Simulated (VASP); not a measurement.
# A point defect in BaAg2As2, part 2 of 3

Aim: the formation energy and local structure of a point defect in BaAg2As2. The start is a cell from a database of measured crystal structures.

VASP 6.6.1, plane waves and PAW; the level of theory is named at each step.

So far. Step 2 (Relaxing the host crystal): The run ended after 10 ionic steps, 0.073 eV below its first step, once forces and stress met EDIFFG = -0.02.

## (3) The perfect supercell

Level of this step: PBE; plane waves and PAW (Ba_sv, Ag, As) (VASP).

System of this step: BaAg2As2. The structure is tetragonal, space group I4/mmm (No. 139). Conventional cell: a = 4.581 Å, b = 4.581 Å, c = 11.454 Å, α = 90.00°, β = 90.00°, γ = 90.00°. Nearest to Ba lie 8 As at 3.50 Å and 8 Ag at 3.67 Å. Nearest to Ag lie 4 As at 2.75 Å and 4 Ag at 3.24 Å and 4 Ba at 3.67 Å. Nearest to As lie 1 As at 2.67 Å and 4 Ag at 2.75 Å and 4 Ba at 3.50 Å. Farther neighbours are not listed.

The same cell, mesh and cutoff without the defect give the energy to subtract and, in a gapped host, the band edges to count from, so that most errors cancel.

INCAR

```
SYSTEM = BaAg2As2
PREC = Normal
ENCUT = 400
EDIFF = 1E-05
NELM = 120
ISMEAR = 1
SIGMA = 0.2
LREAL = Auto
ALGO = Fast
GGA = PE
LORBIT = 11
LWAVE = .FALSE.
LCHARG = .FALSE.
KPAR = 4
```

POSCAR

```
BaAg2As2
1.0
   -4.5810540746      4.5810540746     11.4539795664
    4.5810540746     -4.5810540746     11.4539795664
    4.5810540746      4.5810540746    -11.4539795664
Ba Ag As
8 16 16
Direct
    0.0000000000      0.0000000000      0.0000000000
    0.0000000000      0.0000000000      0.5000000000
    0.0000000000      0.5000000000      0.0000000000
    0.0000000000      0.5000000000      0.5000000000
    0.5000000000      0.0000000000      0.0000000000
    0.5000000000      0.0000000000      0.5000000000
    0.5000000000      0.5000000000      0.0000000000
    0.5000000000      0.5000000000      0.5000000000
    0.1250000000      0.3750000000      0.2500000000
    0.1250000000      0.3750000000      0.7500000000
    0.1250000000      0.8750000000      0.2500000000
    0.1250000000      0.8750000000      0.7500000000
    0.6250000000      0.3750000000      0.2500000000
    0.6250000000      0.3750000000      0.7500000000
    0.6250000000      0.8750000000      0.2500000000
    0.6250000000      0.8750000000      0.7500000000
    0.3750000000      0.1250000000      0.2500000000
    0.3750000000      0.1250000000      0.7500000000
    0.3750000000      0.6250000000      0.2500000000
    0.3750000000      0.6250000000      0.7500000000
    0.8750000000      0.1250000000      0.2500000000
    0.8750000000      0.1250000000      0.7500000000
    0.8750000000      0.6250000000      0.2500000000
    0.8750000000      0.6250000000      0.7500000000
    0.3082940335      0.3082940335      0.0000000000
    0.3082940335      0.3082940335      0.5000000000
    0.3082940335      0.8082940335      0.0000000000
    0.3082940335      0.8082940335      0.5000000000
    0.8082940335      0.3082940335      0.0000000000
    0.8082940335      0.3082940335      0.5000000000
    0.8082940335      0.8082940335      0.0000000000
    0.8082940335      0.8082940335      0.5000000000
    0.1917059665      0.1917059665      0.0000000000
    0.1917059665      0.1917059665      0.5000000000
    0.1917059665      0.6917059665      0.0000000000
    0.1917059665      0.6917059665      0.5000000000
    0.6917059665      0.1917059665      0.0000000000
    0.6917059665      0.1917059665      0.5000000000
    0.6917059665      0.6917059665      0.0000000000
    0.6917059665      0.6917059665      0.5000000000
```

KPOINTS

```
Automatic mesh
0
Gamma
4 4 4
0 0 0
```

Potentials, in the order of the species: Ba_sv, Ag and As (PBE family, release 64).

Started as:

```
> mpirun -np 4 vasp_std
```

What it wrote:

```text
[banner, memory and clock lines left out]
running    4 mpi-ranks, on    1 nodes
 distrk:  each k-point on    1 cores,    4 groups
 distr:  one band on    1 cores,    1 groups

 POSCAR found type information on POSCAR BaAgAs
 POSCAR found :  3 types and      40 ions
 LDA part: xc-table for (Slater+PW92), standard interpolation
 POSCAR, INCAR and KPOINTS ok, starting setup
 FFT: planning ... GRIDC
 FFT: planning ... GRID_SOFT
 FFT: planning ... GRID
 WAVECAR not read
 entering main loop
       N       E                     dE             d eps       ncg     rms          rms(c)
DAV:   1     0.192322533736E+04    0.19232E+04   -0.13159E+05  5226   0.123E+03
DAV:   2    -0.642857751824E+01   -0.19297E+04   -0.18536E+04  5855   0.280E+02
DAV:   3    -0.157199640350E+03   -0.15077E+03   -0.14792E+03  6267   0.721E+01
DAV:   4    -0.163297254031E+03   -0.60976E+01   -0.60716E+01  7004   0.126E+01
DAV:   5    -0.163501429530E+03   -0.20418E+00   -0.20404E+00  7268   0.215E+00    0.241E+01
RMM:   6    -0.153122087735E+03    0.10379E+02   -0.67573E+01  5275   0.152E+01    0.212E+01
RMM:   7    -0.153194315850E+03   -0.72228E-01   -0.67138E+00  5931   0.408E+00    0.112E+01
RMM:   8    -0.153078890626E+03    0.11543E+00   -0.11738E+00  6261   0.199E+00    0.251E+00
RMM:   9    -0.153102294461E+03   -0.23404E-01   -0.26842E-01  7285   0.807E-01    0.363E-01
RMM:  10    -0.153106271928E+03   -0.39775E-02   -0.43254E-02  7961   0.283E-01    0.151E-01
RMM:  11    -0.153107207448E+03   -0.93552E-03   -0.91289E-03  7996   0.148E-01    0.713E-02
RMM:  12    -0.153107434367E+03   -0.22692E-03   -0.27594E-03  9093   0.636E-02    0.304E-02
RMM:  13    -0.153107507888E+03   -0.73521E-04   -0.71488E-04  8221   0.398E-02    0.162E-02
RMM:  14    -0.153107530105E+03   -0.22217E-04   -0.31449E-04  8147   0.220E-02    0.712E-03
RMM:  15    -0.153107538744E+03   -0.86382E-05   -0.96638E-05  5764   0.115E-02
   1 F= -.15310754E+03 E0= -.15310979E+03  d E =0.674945E-02
```

Run time: 9 min. Hardware: 4 MPI ranks of Intel Xeon Platinum 8488C (Sapphire Rapids), shared host; peak memory 5.2 GiB.

OUTCAR, selected parts (step 3):

```text
  LATTYP: Found a body centered tetragonal cell.
 ALAT       =     9.1621081492
 C/A-ratio  =     2.5002934652

The static configuration has the point symmetry D_4h.

 Found     13 irreducible k-points:

   k-points           NKPTS =     13   k-points in BZ     NKDIM =     13   number of bands    NBANDS=    201

   dimension x,y,z NGX =    64 NGY =   64 NGZ =   64
   dimension x,y,z NGXF=   128 NGYF=  128 NGZF=  128

   ENCUT  =  400.0 eV  29.40 Ry    5.42 a.u.  21.46 21.46 21.46*2*pi/ulx,y,z

   NELECT =     336.0000    total number of electrons

 E-fermi :   5.3383

 k-point     1 :       0.0000    0.0000    0.0000
  band No.  band energies     occupation
    ...
    169       5.3610      0.80934
    170       5.3681      0.75079
    171       5.3681      0.75079
    172       5.3681      0.75077
    173       5.3681      0.75077
    174       5.5501     -0.06043
    175       5.6137     -0.06515
    176       5.9518     -0.00013
    177       5.9518     -0.00013
    178       6.4890     -0.00000
    ...

 k-point     2 :       0.2500   -0.0000    0.0000
  band No.  band energies     occupation
    ...
    163       4.5996      2.00000
    164       4.6094      2.00000
    165       4.6094      2.00000
    166       5.0746      2.06854
    167       5.2723      1.52589
    168       5.4496      0.20071
    169       5.4496      0.20071
    170       5.4608      0.14902
    171       5.4608      0.14902
    172       5.4608      0.14902
    ...

  Total        0.6632727      0.6632727     -0.4300490      0.0000000      0.0000000      0.0000000
  in kB        1.1052371      1.1052371     -0.7166074      0.0000000      0.0000000      0.0000000
  external PRESSURE =       0.4979556 kB  Pullay stress =       0.0000000 kB

  energy-cutoff  :      400.00
  volume of cell :      961.50
      direct lattice vectors                 reciprocal lattice vectors
    -4.581054075  4.581054075 11.453979566     0.000000000  0.109145186  0.043652950
     4.581054075 -4.581054075 11.453979566     0.109145186  0.000000000  0.043652950
     4.581054075  4.581054075-11.453979566     0.109145186  0.109145186  0.000000000

 POSITION                                       TOTAL-FORCE (eV/Angst)
 -----------------------------------------------------------------------------------
      0.00000      0.00000      0.00000         0.000000      0.000000     -0.000000
      2.29053      2.29053     -5.72699         0.000000      0.000000     -0.000000
      2.29053     -2.29053      5.72699         0.000000      0.000000     -0.000000
      4.58105      0.00000      0.00000         0.000000      0.000000     -0.000000
     -2.29053      2.29053      5.72699         0.000000      0.000000     -0.000000
      0.00000      4.58105      0.00000         0.000000      0.000000     -0.000000
      0.00000      0.00000     11.45398         0.000000      0.000000     -0.000000
      2.29053      2.29053      5.72699         0.000000      0.000000     -0.000000
      2.29053      0.00000      2.86349         0.000000      0.000000     -0.000000
      4.58105      2.29053     -2.86349         0.000000      0.000000     -0.000000
      4.58105     -2.29053      8.59048         0.000000      0.000000     -0.000000
      6.87158     -0.00000      2.86349         0.000000      0.000000     -0.000000
     -0.00000      2.29053      8.59048         0.000000      0.000000     -0.000000
      2.29053      4.58105      2.86349         0.000000      0.000000     -0.000000
      2.29053     -0.00000     14.31747         0.000000      0.000000     -0.000000
      4.58105      2.29053      8.59048         0.000000      0.000000     -0.000000
      0.00000      2.29053      2.86349         0.000000      0.000000     -0.000000
      2.29053      4.58105     -2.86349         0.000000      0.000000     -0.000000
      2.29053     -0.00000      8.59048         0.000000      0.000000     -0.000000
      4.58105      2.29053      2.86349         0.000000      0.000000     -0.000000
     -2.29053      4.58105      8.59048         0.000000      0.000000     -0.000000
     -0.00000      6.87158      2.86349         0.000000      0.000000     -0.000000
     -0.00000      2.29053     14.31747         0.000000      0.000000     -0.000000
      2.29053      4.58105      8.59048         0.000000      0.000000     -0.000000
      0.00000      0.00000      7.06239        -0.000000     -0.000000     -0.051533
      2.29053      2.29053      1.33540         0.000000      0.000000     -0.051533
      2.29053     -2.29053     12.78938        -0.000000     -0.000000     -0.051533
      4.58105      0.00000      7.06239        -0.000000     -0.000000     -0.051533
     -2.29053      2.29053     12.78938         0.000000      0.000000     -0.051533
      0.00000      4.58105      7.06239        -0.000000     -0.000000     -0.051533
      0.00000      0.00000     18.51637        -0.000000     -0.000000     -0.051533
      2.29053      2.29053     12.78938        -0.000000     -0.000000     -0.051533
      0.00000      0.00000      4.39159         0.000000      0.000000      0.051533
      2.29053      2.29053     -1.33540        -0.000000     -0.000000      0.051533
      2.29053     -2.29053     10.11858         0.000000      0.000000      0.051533
      4.58105     -0.00000      4.39159        -0.000000     -0.000000      0.051533
     -2.29053      2.29053     10.11858        -0.000000     -0.000000      0.051533
     -0.00000      4.58105      4.39159        -0.000000     -0.000000      0.051533
      0.00000      0.00000     15.84557        -0.000000     -0.000000      0.051533
      2.29053      2.29053     10.11858         0.000000      0.000000      0.051533
 -----------------------------------------------------------------------------------
    total drift:                                0.000000      0.000000      0.000000

  FREE ENERGIE OF THE ION-ELECTRON SYSTEM (eV)
  ---------------------------------------------------
  free  energy   TOTEN  =      -153.1075387435 eV

  energy  without entropy=     -153.1142881984  energy(sigma->0) =     -153.10978856

 total charge
# of ion       s       p       d       tot
------------------------------------------
    1        2.005   5.600   0.317   7.922
    2        2.005   5.600   0.317   7.922
    3        2.005   5.600   0.317   7.922
    4        2.005   5.600   0.317   7.922
    5        2.005   5.600   0.317   7.922
    6        2.005   5.600   0.317   7.922
    7        2.005   5.600   0.317   7.922
    8        2.005   5.600   0.317   7.922
    9        0.390   0.284   9.169   9.843
   10        0.390   0.284   9.169   9.843
   11        0.390   0.284   9.169   9.843
   12        0.390   0.284   9.169   9.843
   13        0.390   0.284   9.169   9.843
   14        0.390   0.284   9.169   9.843
   15        0.390   0.284   9.169   9.843
   16        0.390   0.284   9.169   9.843
   17        0.390   0.284   9.169   9.843
   18        0.390   0.284   9.169   9.843
   19        0.390   0.284   9.169   9.843
   20        0.390   0.284   9.169   9.843
   21        0.390   0.284   9.169   9.843
   22        0.390   0.284   9.169   9.843
   23        0.390   0.284   9.169   9.843
   24        0.390   0.284   9.169   9.843
   25        1.248   1.428   0.031   2.708
   26        1.248   1.428   0.031   2.708
   27        1.248   1.428   0.031   2.708
   28        1.248   1.428   0.031   2.708
   29        1.248   1.428   0.031   2.708
   30        1.248   1.428   0.031   2.708
   31        1.248   1.428   0.031   2.708
   32        1.248   1.428   0.031   2.708
   33        1.248   1.428   0.031   2.708
   34        1.248   1.428   0.031   2.708
   35        1.248   1.428   0.031   2.708
   36        1.248   1.428   0.031   2.708
   37        1.248   1.428   0.031   2.708
[...]
--------------------------------------------------
tot         42.254  72.195 149.746 264.196

[... 1 part as in an earlier step ...]

[... 7 further parts left out ...]
```

Numbers from this step:

```
electronic cycles       : 15
electrons               : 336
free energy (TOTEN)     : -153.1075 eV
energy at zero smearing : -153.1098 eV
Fermi energy            : 5.338 eV
```

Force (size) by element, in eV/Å:

```
element  atoms    mean  spread (r.m.s.)   least  largest
     Ba      8  0.0000           0.0000  0.0000   0.0000
     Ag     16  0.0000           0.0000  0.0000   0.0000
     As     16  0.0515           0.0000  0.0515   0.0515
```

The atoms with the largest values:

```
atom         x, y, z (Å)             force (eV/Å)
As25    0.00, 0.00, 7.06  0.0000, 0.0000, -0.0515
As26    2.29, 2.29, 1.34  0.0000, 0.0000, -0.0515
As27  2.29, -2.29, 12.79  0.0000, 0.0000, -0.0515
As28    4.58, 0.00, 7.06  0.0000, 0.0000, -0.0515
As29  -2.29, 2.29, 12.79  0.0000, 0.0000, -0.0515
As30    0.00, 4.58, 7.06  0.0000, 0.0000, -0.0515
As31   0.00, 0.00, 18.52  0.0000, 0.0000, -0.0515
As32   2.29, 2.29, 12.79  0.0000, 0.0000, -0.0515
```

The host is treated as a metal, as its relaxation found a gap under 0.3 eV or none, and only the neutral defect is run.

(Part 2 of 3 ends here.)

[Lines on the potential files, build, host, timing and source positions are cut from VASP's logs without a mark.]

[Logs are printed without paths, hosts, clocks, repeated set-up lines and the standing remarks that a program may print on its own settings, such as how far it seeks lower states.]

[Hosts, paths, dates, database ids (printed as entryN), source tags and the programs' standing remarks are cut or masked in the printed files.]

[In band tables of VASP the shares of atoms and orbitals are scaled to a sum of 1 inside the atoms' spheres.]

[Runs that stopped without an error message from VASP are left out.]
